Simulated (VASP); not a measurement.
Data:

```xyz
8
Lattice="6.1981 0.0000 0.0000 0.0000 6.1981 0.0000 0.0000 0.0000 6.1981" Properties=species:S:1:pos:R:3 pbc="T T T"
Li     0.0000     0.0000     0.0000
Cl     3.0990     3.0990     3.0990
Cl     0.0000     0.0000     3.0990
Cl     0.0000     3.0990     0.0000
Cl     3.0990     0.0000     0.0000
K      3.0990     3.0990     0.0000
K      3.0990     0.0000     3.0990
K      0.0000     3.0990     3.0990
```

Calculation: PBE GGA, VASP's PBE PAW potentials (set 64) (plane waves; VASP 6.6.1). Settings: 500 eV cut-off, 4×4×4 Γ-centred mesh, Gaussian smearing of 0.050 eV, potentials Li_sv Cl K_sv.

Q: What does the run give for the energy per atom (σ→0), band gap (on the k-mesh) with the smallest direct gap where there is one?

A: 
```yaml
band gap (on the k-mesh): 4.69 eV
smallest direct gap (on the k-mesh): 4.69 eV
energy per atom (σ→0): -3.382 eV/atom
```

The absolute energy has meaning only against runs of the same code, potentials and settings.

The structure was generated: K3LiCl4 was put into an ordered model structure (Pm-3m), which need not be its known phase. It was relaxed first, which changed the volume by +10 %.
